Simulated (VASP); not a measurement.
Data:

```yaml
crystal:
  lattice:
    - [0.00000, 2.39321, 2.39321]
    - [2.39321, 0.00000, 2.39321]
    - [2.39321, 2.39321, 0.00000]
  atoms:
    - { symbol: B, position: [0.00000, 0.00000, 0.00000] }
    - { symbol: As, position: [0.25000, 0.25000, 0.25000] }
```

Calculation: r2SCAN meta-GGA, VASP's PBE PAW potentials (set 64) (plane waves; VASP). Numerical set-up: 520 eV cut-off, 11×11×11 Γ-centred mesh, tetrahedra with Blöchl corrections, potentials B As.

Task: What does the run give for the energy per atom (σ→0), band gap (over mesh and band path) with the smallest direct gap where there is one?

Result: 
band gap (over mesh and band path): 1.38 eV
smallest direct gap (over mesh and band path): 3.44 eV
energy per atom (σ→0): -11.128 eV/atom

The compound is BAs in the zinc blende structure. It was relaxed first.
